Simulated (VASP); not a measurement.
A convergence study with VASP on MoSe₂ (2H layered): one setting is varied, all else stays as given below, so the limit is that of these other settings.

```
CELL_PARAMETERS angstrom
      1.64500    -2.84922     0.00000
      1.64500     2.84922     0.00000
      0.00000     0.00000    12.93000
ATOMIC_POSITIONS crystal
  Mo 0.33333 0.66667 0.25000
  Mo 0.66667 0.33333 0.75000
  Se 0.33333 0.66667 0.87900
  Se 0.66667 0.33333 0.37900
  Se 0.66667 0.33333 0.12100
  Se 0.33333 0.66667 0.62100
```

Level of theory: PBE GGA, VASP's PBE PAW potentials (set 64) (plane waves; VASP). The tightest run used: 550 eV cut-off, 17×17×4 Γ-centred mesh, tetrahedra with Blöchl corrections, potentials Mo_sv Se.

```csv
setting,E (eV/atom),pressure (GPa),irreducible k-points
4×4×1 mesh,-6.6568,3.19,4
5×5×1 mesh,-6.6380,3.52,5
6×6×1 mesh,-6.6378,3.51,7
```

Problem. These are the cheaper rows. Estimate the results at 17×17×4 mesh, and how far the last row shown lies from them.

Solution. 
| quantity | tightest run | last row shown is off by |
|---|---|---|
| E (eV/atom) | -6.6446 | 0.0069 |
| pressure (GPa) | 3.35 | 0.16 |

Left out are rungs that failed or repeat a setting and relaxations that didn't move; long series are thinned to 24 rows.

The compound is MoSe2 in the 2H layered structure. The cell was not relaxed at this level.
